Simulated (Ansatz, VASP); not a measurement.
**NaCaGaS3O12: VASP beside Ansatz**

```
Na Ca Ga S O
1.0
     4.43439    2.56020    7.62004
    -4.43439    2.56020    7.62004
     0.00000   -5.12040    7.62004
Na Ca Ga S O
2 2 2 6 24
Direct
  0.49810 0.49810 0.49810
  0.99810 0.99810 0.99810
  0.64565 0.64565 0.64565
  0.14565 0.14565 0.14565
  0.34907 0.34907 0.34907
  0.84907 0.84907 0.84907
  0.72816 0.05660 0.46482
  0.46482 0.72816 0.05660
  0.05660 0.46482 0.72816
  0.55660 0.22816 0.96482
  0.96482 0.55660 0.22816
  0.22816 0.96482 0.55660
  0.69885 0.90302 0.49175
  0.49175 0.69885 0.90302
  0.90302 0.49175 0.69885
  0.40302 0.19885 0.99175
  0.99175 0.40302 0.19885
  0.19885 0.99175 0.40302
  0.26152 0.12594 0.52554
  0.52554 0.26152 0.12594
  0.12594 0.52554 0.26152
  0.62594 0.76152 0.02554
  0.02554 0.62594 0.76152
  0.76152 0.02554 0.62594
  0.38159 0.79168 0.59121
  0.59121 0.38159 0.79168
  0.79168 0.59121 0.38159
  0.29168 0.88159 0.09121
  0.09121 0.29168 0.88159
  0.88159 0.09121 0.29168
  0.55808 0.22727 0.45114
  0.45114 0.55808 0.22727
  0.22727 0.45114 0.55808
  0.72727 0.05808 0.95114
  0.95114 0.72727 0.05808
  0.05808 0.95114 0.72727
```

The cell comes from a database or a generator and needn't be the stable form of this composition.

Alike in both runs: task electric field gradients; functional PBE; k mesh 3 × 3 × 3; occupations fermi-dirac, width 0.02 eV; no spin polarisation.

|  | VASP | Ansatz |
| --- | --- | --- |
| version | VASP 6.6.1 | Ansatz 0.2.0 |
| potentials or method | VASP PAW PBE potentials, release 64 (Na_pv, Ca_sv, Ga_d, S, O) | plane-wave PAW, scalar-relativistic |
| plane-wave cutoff (eV) | 520 | 420 |
| valence electrons in the cell | 240 | 244 |

|  | VASP | Ansatz | Ansatz less VASP |
| --- | --- | --- | --- |
| gap on the k mesh at the Fermi level (eV) | 2.36 | 2.39 | +0.029 |
| pressure (GPa) | 0.1 | 1.0 | +0.89 |
| largest component of the traceless stress (GPa) | 0.26 | 0.35 | +0.092 |
| rms of the force components (eV/Å) | 0.126 | 0.217 | +0.0906 |
| Vzz of the field gradient on the site that differs most (V/Å²) | -29.9 | -26.5 | +3.43 |

Atom by atom the forces differ by 0.132 eV/Å (rms over components). One of these differences is far larger than is usual between the two programs; its cause wasn't traced. The two sets of potentials don't hold the same shells in valence.

A hybrid or GW would open this gap; PBE tends to underestimate it.
